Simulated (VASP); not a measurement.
Runs of VASP 6.6.1 on WCl6. The cell holds a molecule in a box, 7 atoms: a = 14.000 Å, b = 14.300 Å, c = 14.600 Å, α = 90.00°, β = 90.00°, γ = 90.00°. 

```csv
level,gap on the mesh (eV),largest force (eV/Å)
r2SCAN,(a),0.02
PBE+TS,2.13,-
PBE+D3(BJ),2.14,0.01
PBE+D4,2.14,0.01
PBE,2.14,0.01
```

Alike in all rows: task relaxation of the atoms; potentials or basis VASP PAW PBE potentials, release 64 (W_sv, Cl); no spin polarisation; cell atoms relaxed; k mesh 1 × 1 × 1; cutoff (eV) 520; smearing gaussian 0.01 eV.

Task: Estimate the missing entries.

Result: (a) 2.41.

Caveats: spin-orbit coupling is left out, which moves the levels of the heavy elements; the PAW data sets were made with another functional, which shifts forces and pressure a little (some runs).

A k mesh can miss the band edges, and the runs leave out spin-orbit coupling on W.
